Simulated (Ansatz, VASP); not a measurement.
BiB in VASP and in Ansatz

INCAR

```
SYSTEM = BiB
PREC     = Accurate       ! precision mode
ENCUT    = 520            ! plane-wave cutoff, eV
EDIFF    = 1E-6           ! SCF threshold, eV
ISMEAR   = -1             ! smearing method
SIGMA    = 0.02           ! smearing width, eV
LREAL    = .FALSE.        ! projectors in reciprocal space
LASPH    = .TRUE.         ! aspherical terms in the spheres
NELM     = 80             ! most SCF steps
ALGO     = Normal         ! electronic algorithm
ISIF     = 2              ! what is computed and relaxed
LWAVE    = .FALSE.        ! write WAVECAR
LCHARG   = .FALSE.        ! write CHGCAR
GGA      = PE             ! functional
NBANDS   = 16             ! bands
```

Contents of KPOINTS:

```
Automatic mesh
0
G
  6 6 6
  0 0 0
```

File POSCAR:

```
BiB
1.0
    3.3701289731      0.0000000000      0.0000000000
    0.0000000000      3.3701289731      0.0000000000
    0.0000000000      0.0000000000      3.3701289731
B Bi
1 1
Direct
    0.0000000000      0.0000000000      0.0000000000
    0.5000000000      0.5000000000      0.5000000000
```

Input for Ansatz:

```yaml
crystal:
  lattice:
    - [3.3701289731, 0.0, 0.0]
    - [0.0, 3.3701289731, 0.0]
    - [0.0, 0.0, 3.3701289731]
  atoms:
    - { symbol: B, position: [0.0, 0.0, 0.0] }
    - { symbol: Bi, position: [0.5, 0.5, 0.5] }
kpoints:
  mp_grid: { grid: [6, 6, 6] }
hamiltonian:
  xc: pbe
scf:
  occupations: { method: fermi_dirac, width: 0.02 }
  n_extra_bands: 4
output:
  forces: true
  stress: true
  eigenvalues: true
  write_density: true
  write_potential: true
  elf: true
  volumetric_format: npy
```

The cell was built by a generator and needn't be a form met in nature.

Alike in both runs: task single point; functional PBE; k mesh 6 × 6 × 6; occupations fermi-dirac, width 0.02 eV; no spin polarisation.

```csv
,VASP,Ansatz
version,VASP 6.6.1,Ansatz 0.2.0
potentials or method,"VASP PAW PBE potentials, release 64 (B, Bi_d)","plane waves, PAW"
plane-wave cutoff (eV),520,420
valence electrons in the cell,18,18
```

VASP gave:

| Item | Value |
| --- | --- |
| pressure (GPa) | -0.6 |

**Question.** Which values does Ansatz return?

**Answer.** Pressure (GPa): -0.5.

Caveats: spin-orbit coupling is left out, which moves the levels of the heavy elements.
